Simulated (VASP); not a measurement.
Band gaps of NaLiCdS2 (space group P3m1) from VASP (PAW), without and with spin-orbit coupling. Semilocal levels are at their own relaxed cell, hybrids and mBJ at PBE's; 0.00 means no gap at that level.

The cell of the LDA run:

```
CELL_PARAMETERS angstrom
      4.04128     0.00000     0.00000
     -2.02064     3.49985     0.00000
      0.00000     0.00000     6.77500
ATOMIC_POSITIONS crystal
  Na 0.33333 0.66667 0.97445
  Li 0.66667 0.33333 0.66490
  Cd 0.00000 0.00000 0.37917
  S  0.66667 0.33333 0.23778
  S  0.00000 0.00000 0.74370
```

```json
[
 {"level": "LDA", "gap without SOC (eV)": "1.65", "gap with SOC (eV)": "…", "shift (eV)": "…"}
]
```

Task: Some entries are withheld; supply them.

Result: 
- LDA, gap with SOC (eV): 1.62
- LDA, shift (eV): -0.03

Only levels that ran to the end are used. Left out are those held back, those with too coarse a band path, GW runs whose mesh misses a band edge, hybrids' fits of cells that aren't cubic and levels without matching references; a question may draw on a part of the rest.

The structure comes from a computed database's NaLiCdS2 entry (P3m1); how it stands against other phases isn't given here. It was relaxed first, which changed the volume by -9 %. Symmetry was kept, so distortions that lower it aren't found.
